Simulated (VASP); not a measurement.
Consider the following.

```xyz
2
Lattice="2.9478 0.0000 0.0000 0.0000 2.9478 0.0000 0.0000 0.0000 2.9478" Properties=species:S:1:pos:R:3 pbc="T T T"
Al     1.4739     1.4739     1.4739
Ni     0.0000     0.0000     0.0000
```

The numbers are results of PW91 GGA, VASP's PBE PAW potentials (set 64) (plane waves; VASP), not measurements. Run with 400 eV cut-off, 11×11×11 Γ-centred mesh, first-order Methfessel-Paxton smearing of 0.10 eV, potentials Al Ni.

Task: Give the stress tensor in GPa (positive for a compressed cell).

Result: 
```
-7.94   0.00   0.00
 0.00  -7.94   0.00
 0.00   0.00  -7.94
```
The pressure is its mean diagonal, -7.94 GPa.

The compound is NiAl in the CsCl type structure. The cell was not relaxed at this level. The run is one of a series of settings (GGA = 91 against the base run), some of them coarse on purpose. The run is not spin-polarised, so no magnetic state was tried. The electron count is odd and the run is not spin-polarised, which forces a metal.
